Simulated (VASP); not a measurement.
Method: PBE GGA, VASP's PBE PAW potentials (set 64) (plane waves; VASP).

A VASP calculation is set up with these files.

**KPOINTS**
```
kpoints
0
gamma
 11 11 6
0 0 0
```

INCAR:
```
SYSTEM = GaN
PREC = Accurate
ENCUT = 520
EDIFF = 1E-7
NELM = 100
ALGO = Normal
LREAL = .FALSE.
LASPH = .TRUE.
ISMEAR = -5
GGA = PE
LMAXMIX = 4
LWAVE = .FALSE.
LCHARG = .TRUE.
LORBIT = 11
NEDOS = 601
ISIF = 2
```

**POSCAR**
```
GaN
10.4830030
  0.1535427638  -0.2659438643   0.0000000000
  0.1535427638   0.2659438643   0.0000000000
  0.0000000000   0.0000000000   0.5000000037
Ga N
2 2
direct
  0.6666670000   0.3333330000   0.5000480094
  0.3333330000   0.6666670000   0.0000480094
  0.6666670000   0.3333330000   0.8769519906
  0.3333330000   0.6666670000   0.3769519906
```

POTCAR, in this order: Ga_d N (PBE.64 set). Program: vasp_std.

Output of the run:

**OUTCAR**
```
 ion  position               nearest neighbor table
   1  0.667  0.333  0.500-   4 1.97   4 1.97   4 1.97   3 1.98
   2  0.333  0.667  0.000-   3 1.97   3 1.97   3 1.97   4 1.98
   3  0.667  0.333  0.877-   2 1.97   2 1.97   2 1.97   1 1.98
   4  0.333  0.667  0.377-   1 1.97   1 1.97   1 1.97   2 1.98
  LATTYP: Found a hexagonal cell.
 ALAT       =     3.2191784726
 C/A-ratio  =     1.6282109189
 Subroutine PRICEL returns:
 Original cell was already a primitive cell.
 Subroutine GETGRP returns: Found 12 space group operations
The static configuration has the point symmetry C_3v.
 The point group associated with its full space group is C_6v.
The dynamic configuration has the point symmetry C_3v.
 Subroutine INISYM returns: Found 12 space group operations
 Subroutine IBZKPT returns following result:
 Found     64 irreducible k-points:

 Following reciprocal coordinates:
            Coordinates               Weight
  0.000000  0.000000  0.000000      1.000000
  0.090909  0.000000  0.000000      6.000000
  0.181818  0.000000  0.000000      6.000000
  0.272727  0.000000  0.000000      6.000000
  0.363636  0.000000  0.000000      6.000000
  0.454545  0.000000  0.000000      6.000000
  0.090909  0.090909  0.000000      6.000000
  0.181818  0.090909  0.000000     12.000000
  0.272727  0.090909  0.000000     12.000000
  0.363636  0.090909  0.000000     12.000000
  0.454545  0.090909  0.000000      6.000000
  0.181818  0.181818  0.000000      6.000000
  0.272727  0.181818  0.000000     12.000000
  0.363636  0.181818  0.000000     12.000000
  0.272727  0.272727  0.000000      6.000000
  0.363636  0.272727  0.000000      6.000000
  0.000000  0.000000  0.166667      2.000000
  0.090909  0.000000  0.166667     12.000000
  0.181818  0.000000  0.166667     12.000000
  0.272727  0.000000  0.166667     12.000000
  0.363636  0.000000  0.166667     12.000000
  0.454545  0.000000  0.166667     12.000000
  0.090909  0.090909  0.166667     12.000000
  0.181818  0.090909  0.166667     24.000000
  0.272727  0.090909  0.166667     24.000000
  0.363636  0.090909  0.166667     24.000000
  0.454545  0.090909  0.166667     12.000000
  0.181818  0.181818  0.166667     12.000000
  0.272727  0.181818  0.166667     24.000000
  0.363636  0.181818  0.166667     24.000000
  0.272727  0.272727  0.166667     12.000000
  0.363636  0.272727  0.166667     12.000000
  0.000000  0.000000  0.333333      2.000000
  0.090909  0.000000  0.333333     12.000000
  0.181818  0.000000  0.333333     12.000000
  0.272727  0.000000  0.333333     12.000000
  0.363636  0.000000  0.333333     12.000000
  0.454545  0.000000  0.333333     12.000000
  0.090909  0.090909  0.333333     12.000000
  0.181818  0.090909  0.333333     24.000000
   k-points           NKPTS =     64   k-points in BZ     NKDIM =     64   number of bands    NBANDS=     22
   number of dos      NEDOS =    601   number of ions     NIONS =      4
   total plane-waves  NPLWV =  23040
   dimension x,y,z NGX =    24 NGY =   24 NGZ =   40
   dimension x,y,z NGXF=    48 NGYF=   48 NGZF=   80
   ions per type =               2   2
   PREC   = accura    normal or accurate (medium, high low for compatibility)
   ISTART =      0    job   : 0-new  1-cont  2-samecut
   ICHARG =      2    charge: 1-file 2-atom 10-const
   ISPIN  =      1    spin polarized calculation?
   LNONCOLLINEAR =      F non collinear calculations
   LSORBIT =      F    spin-orbit coupling
   INIWAV =      1    electr: 0-lowe 1-rand  2-diag
   ENCUT  =  520.0 eV  38.22 Ry    6.18 a.u.   5.99  5.99  9.75*2*pi/ulx,y,z
   NELM   =    100;   NELMIN=  2; NELMDL= -5     # of ELM steps
...
```

File OSZICAR:
```
       N       E                     dE             d eps       ncg     rms          rms(c)
DAV:   1     0.278700505042E+03    0.27870E+03   -0.18511E+04  2938   0.302E+03
DAV:   2     0.734893457612E+01   -0.27135E+03   -0.26365E+03  3162   0.527E+02
DAV:   3    -0.268453422850E+02   -0.34194E+02   -0.33929E+02  3266   0.154E+02
DAV:   4    -0.282352907905E+02   -0.13899E+01   -0.13860E+01  3958   0.329E+01
DAV:   5    -0.282538962946E+02   -0.18606E-01   -0.18600E-01  3236   0.347E+00    0.108E+01
DAV:   6    -0.242306893772E+02    0.40232E+01   -0.15467E+01  5054   0.566E+01    0.313E+00
DAV:   7    -0.243496191741E+02   -0.11893E+00   -0.16667E+00  3110   0.110E+01    0.269E+00
DAV:   8    -0.243493172414E+02    0.30193E-03   -0.28547E-01  4720   0.797E+00    0.870E-01
DAV:   9    -0.243269278585E+02    0.22389E-01   -0.11384E-01  5062   0.561E+00    0.350E-01
DAV:  10    -0.243279059187E+02   -0.97806E-03   -0.56949E-03  3238   0.815E-01    0.146E-01
DAV:  11    -0.243278300670E+02    0.75852E-04   -0.15812E-03  4212   0.726E-01    0.323E-02
DAV:  12    -0.243278462536E+02   -0.16187E-04   -0.19358E-04  3088   0.103E-01    0.164E-02
DAV:  13    -0.243278455704E+02    0.68321E-06   -0.39353E-05  3954   0.139E-01    0.103E-02
DAV:  14    -0.243278460135E+02   -0.44316E-06   -0.52992E-06  4522   0.378E-02    0.128E-03
DAV:  15    -0.243278460002E+02    0.13335E-07   -0.84954E-07  3832   0.136E-02
   1 F= -.24327846E+02 E0= -.24327846E+02  d E =0.000000E+00
```

**OUTCAR**
```
------------------------ aborting loop because EDIFF is reached ----------------------------------------
  FORCE on cell =-STRESS in cart. coord.  units (eV):
  Direction    XX          YY          ZZ          XY          YZ          ZX
  --------------------------------------------------------------------------------------
  Total        0.0139795      0.0139795      0.0586720      0.0000000      0.0000000      0.0000000
  in kB        0.4761301      0.4761301      1.9983215      0.0000000      0.0000000      0.0000000
  external PRESSURE =       0.9835272 kB  Pullay stress =       0.0000000 kB
  volume of cell :       47.04
      direct lattice vectors                 reciprocal lattice vectors
     1.609589253 -2.787890327  0.000000000     0.310638257 -0.179347084  0.000000000
     1.609589253  2.787890327  0.000000000     0.310638257  0.179347084  0.000000000
     0.000000000  0.000000000  5.241501539     0.000000000  0.000000000  0.190785025
  FREE ENERGIE OF THE ION-ELECTRON SYSTEM (eV)
  ---------------------------------------------------
  free  energy   TOTEN  =       -24.3278460002 eV

  energy  without entropy=      -24.3278460002  energy(sigma->0) =      -24.32784600

 total charge

# of ion       s       p       d       tot
------------------------------------------
    1        0.783   0.862  10.162  11.807
    2        0.783   0.862  10.162  11.807
    3        1.225   2.500   0.000   3.725
    4        1.225   2.500   0.000   3.725
--------------------------------------------------
tot          4.015   6.724  20.324  31.063
```
(Selected blocks of OUTCAR.)

The compound is GaN in the wurtzite structure. It was relaxed first.
